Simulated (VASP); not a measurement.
Be:

```
CELL_PARAMETERS angstrom
2.28530 0.00000 0.00000
-1.14265 1.97913 0.00000
0.00000 0.00000 3.58420
ATOMIC_POSITIONS crystal
Be 0.33333 0.66667 0.25000
Be 0.66667 0.33333 0.75000
```

```yaml
Program: VASP 6.6.1
Task: relaxation of cell and atoms
Functional: r2SCAN
Potentials_or_basis: VASP PAW PBE potentials, release 64 (Be)
Cutoff: 600 eV
k_mesh: 18 × 18 × 10
Occupations: methfessel-paxton, width 0.1 eV
Spin: no spin polarisation
```

At the start: pressure -2.8 GPa; volume 8.11 Å³/atom.

Q: How do energy, volume and symmetry change on relaxing?

A: Over 3 steps the energy falls by 2.2 meV/atom and the volume is 7.92 Å³/atom (-2.3 %); space group P6_3/mmc (No. 194, to 0.05 Å).

Step by step:
```csv
step,energy change (eV),largest force (eV/Å),pressure (GPa),volume (Å³)
1,0.0000,0.0000,-2.78,16.21
2,-0.0044,0.0000,-0.43,15.88
3,-0.0045,0.0000,-0.04,15.83
```

Final structure:
```yaml
crystal:
  lattice:
    - [2.26034, 0.00000, 0.00000]
    - [-1.13017, 1.95751, 0.00000]
    - [0.00000, 0.00000, 3.57846]
  atoms:
    - { symbol: Be, position: [0.33333, 0.66667, 0.25000] }
    - { symbol: Be, position: [0.66667, 0.33333, 0.75000] }
```

Caveat: the PAW data sets were made with another functional, which shifts forces and pressure a little.
